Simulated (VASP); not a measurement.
Computed with PW91 GGA, VASP's PBE PAW potentials (set 64) (plane waves; VASP). For the first row: Run with 520 eV cut-off, 8×8×8 Γ-centred mesh, first-order Methfessel-Paxton smearing of 0.10 eV, potentials Sc_sv Al.

```json
[
 {"system": "Al$_{3}$Sc (L1_2)", "energy (eV/atom)": "-4.7799"},
 {"system": "Sc (hcp)", "energy (eV/atom)": "-6.2171"},
 {"system": "Al (fcc)", "energy (eV/atom)": "-3.6847"}
]
```

The references are the elements' solids at the same level; no temperature or zero-point terms are added.

Task: What is the formation energy per atom of Al3Sc?

Result: The references average (1×(-6.2171) + 3×(-3.6847))/4 = -4.3178 eV, so the formation energy is -4.7799 − (-4.3178) = -0.462 eV/atom.
